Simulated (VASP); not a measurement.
Here is the system:

```
CELL_PARAMETERS angstrom
      1.57070    -2.72052     0.00000
      1.57070     2.72052     0.00000
      0.00000     0.00000     3.49139
ATOMIC_POSITIONS crystal
  Hf 0.00000 0.00000 0.00000
  B  0.33333 0.66667 0.50000
  B  0.66667 0.33333 0.50000
```

The numbers are results of PBE GGA, VASP's PBE PAW potentials (set 64) (plane waves; VASP), not measurements. Settings: 600 eV cut-off, 10×10×8 Γ-centred mesh, first-order Methfessel-Paxton smearing of 0.10 eV, potentials Hf_pv B.

Energy and stress use the plane-wave basis of the starting cell.

Q: The ions, cell shape and volume at an external pressure of 20.0 GPa are relaxed. What does this cell relax into?

A: 
```
CELL_PARAMETERS angstrom
      1.53741    -2.66287     0.00000
      1.53741     2.66287     0.00000
      0.00000     0.00000     3.40004
ATOMIC_POSITIONS crystal
  Hf 0.00000 0.00000 0.00000
  B  0.33333 0.66667 0.50000
  B  0.66667 0.33333 0.50000
```
Space group P6/mmm (191), at a tolerance of 0.03 Å.

Q: How do energy and volume change from the first to the last step?

A: The energy (σ→0) changes by +39.2 meV/atom and the volume by -6.7 %, in 9 ionic steps.

```json
[
 {"step": "1", "E(σ→0) (eV)": "-26.4002", "max force (eV/Å)": "0.000", "pressure (GPa)": "-0.02", "volume (Å³)": "29.84"},
 {"step": "2", "E(σ→0) (eV)": "-25.4882", "max force (eV/Å)": "0.000", "pressure (GPa)": "67.36", "volume (Å³)": "24.79"},
 {"step": "3", "E(σ→0) (eV)": "-26.2911", "max force (eV/Å)": "0.000", "pressure (GPa)": "19.23", "volume (Å³)": "27.91"},
 {"step": "4", "E(σ→0) (eV)": "-26.2840", "max force (eV/Å)": "0.000", "pressure (GPa)": "19.92", "volume (Å³)": "27.85"},
 {"step": "5", "E(σ→0) (eV)": "-26.2791", "max force (eV/Å)": "0.000", "pressure (GPa)": "20.37", "volume (Å³)": "27.82"},
 {"step": "6", "E(σ→0) (eV)": "-26.2783", "max force (eV/Å)": "0.000", "pressure (GPa)": "20.41", "volume (Å³)": "27.81"},
 {"step": "7", "E(σ→0) (eV)": "-26.2784", "max force (eV/Å)": "0.000", "pressure (GPa)": "20.41", "volume (Å³)": "27.81"},
 {"step": "8", "E(σ→0) (eV)": "-26.2887", "max force (eV/Å)": "0.000", "pressure (GPa)": "19.43", "volume (Å³)": "27.89"},
 {"step": "9", "E(σ→0) (eV)": "-26.2826", "max force (eV/Å)": "0.000", "pressure (GPa)": "20.02", "volume (Å³)": "27.84"}
]
```

The compound is HfB2 in the AlB2 type structure. This run relaxes it under an external pressure of 20 GPa. Symmetry was kept, so distortions that lower it aren't found.
